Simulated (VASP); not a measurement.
```
CELL_PARAMETERS angstrom
      0.00000     2.54362     2.54362
      2.54362     0.00000     2.54362
      2.54362     2.54362     0.00000
ATOMIC_POSITIONS crystal
  Si 0.00000 0.00000 0.00000
  Ti 0.50000 0.50000 0.50000
```

Method: r2SCAN meta-GGA, VASP's PBE PAW potentials (set 64) (plane waves; VASP 6.6.1). Run with 400 eV cut-off, 14×14×14 Γ-centred mesh, tetrahedra with Blöchl corrections, potentials Si Ti_sv.

Question: Give the energies of bands 6 to 11 at the high-symmetry points, in eV from the Fermi level.

Answer: 
| band | Γ | X | U | L | W |
|---|---|---|---|---|---|
| 6 | 0.12 | -3.90 | -3.57 | -5.39 | -3.22 |
| 7 | 0.12 | -1.65 | -3.34 | -1.98 | -3.22 |
| 8 | 0.12 | 0.22 | -1.25 | -1.98 | -2.26 |
| 9 | 0.20 | 0.22 | 0.85 | 1.90 | 2.08 |
| 10 | 0.20 | 0.95 | 2.08 | 1.90 | 2.08 |
| 11 | 3.33 | 2.35 | 2.67 | 2.74 | 2.12 |

It has no gap at this level: it comes out as a metal or semimetal.

The structure was generated: TiSi was put into the rocksalt type (Fm-3m), which need not be its known phase. It was relaxed first, which changed the volume by -21 %.
